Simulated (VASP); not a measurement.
```
Mg3ZnO4
1.0
    1.51083     0.87228     9.84809
   -1.51083     0.87228     9.84809
    0.00000    -1.74456     9.84809
Mg Zn O
3 1 4
Cartesian
  0.00000   0.00000  22.17226
  0.00000   0.00000   7.37202
  0.00000   0.00000  14.77214
  0.00000   0.00000   0.00000
  0.00000   0.00000  25.84386
  0.00000   0.00000   3.70042
  0.00000   0.00000  18.41379
  0.00000   0.00000  11.13049
```

All values below come from modified Becke-Johnson potential (mBJ), VASP's PBE PAW potentials (set 64) (plane waves; VASP). Run with 500 eV cut-off, 6×6×6 Γ-centred mesh, Gaussian smearing of 0.050 eV, potentials Mg Zn O.

mBJ is a potential without an energy functional, so only the levels count.

Give the energies of bands 10 to 23 at the high-symmetry points, in eV from the valence-band maximum.

```json
[
 {"band": "10", "Γ": "-3.12", "T": "-3.12", "H2": "-3.08", "L": "-3.37", "S0": "-3.07", "F": "-3.56"},
 {"band": "11", "Γ": "-2.60", "T": "-2.66", "H2": "-2.96", "L": "-3.14", "S0": "-2.98", "F": "-3.13"},
 {"band": "12", "Γ": "-2.27", "T": "-1.31", "H2": "-2.87", "L": "-2.91", "S0": "-2.86", "F": "-2.91"},
 {"band": "13", "Γ": "-0.86", "T": "-1.11", "H2": "-2.70", "L": "-2.47", "S0": "-2.71", "F": "-2.38"},
 {"band": "14", "Γ": "-0.86", "T": "-0.93", "H2": "-2.60", "L": "-2.06", "S0": "-2.60", "F": "-2.09"},
 {"band": "15", "Γ": "-0.80", "T": "-0.93", "H2": "-2.51", "L": "-1.68", "S0": "-2.50", "F": "-1.71"},
 {"band": "16", "Γ": "-0.80", "T": "-0.64", "H2": "-2.04", "L": "-1.64", "S0": "-2.05", "F": "-1.56"},
 {"band": "17", "Γ": "-0.46", "T": "-0.64", "H2": "-1.95", "L": "-1.38", "S0": "-1.95", "F": "-1.49"},
 {"band": "18", "Γ": "-0.44", "T": "-0.54", "H2": "-1.32", "L": "-1.26", "S0": "-1.32", "F": "-1.29"},
 {"band": "19", "Γ": "-0.44", "T": "-0.54", "H2": "-1.26", "L": "-1.02", "S0": "-1.25", "F": "-1.09"},
 {"band": "20", "Γ": "-0.01", "T": "0.00", "H2": "-0.57", "L": "-0.36", "S0": "-0.58", "F": "-0.23"},
 {"band": "21", "Γ": "-0.01", "T": "0.00", "H2": "-0.56", "L": "-0.24", "S0": "-0.56", "F": "-0.23"},
 {"band": "22", "Γ": "5.13", "T": "5.50", "H2": "10.02", "L": "9.03", "S0": "10.02", "F": "9.00"},
 {"band": "23", "Γ": "7.86", "T": "6.94", "H2": "11.43", "L": "9.36", "S0": "11.46", "F": "9.09"}
]
```

The gap is indirect, 5.13 eV, from the valence maximum at T to the conduction minimum at Γ.

The structure comes from a computed database's Mg3ZnO4 entry (R-3m); how it stands against other phases isn't given here. It was relaxed first. The cell's shape comes from a PBE relaxation.
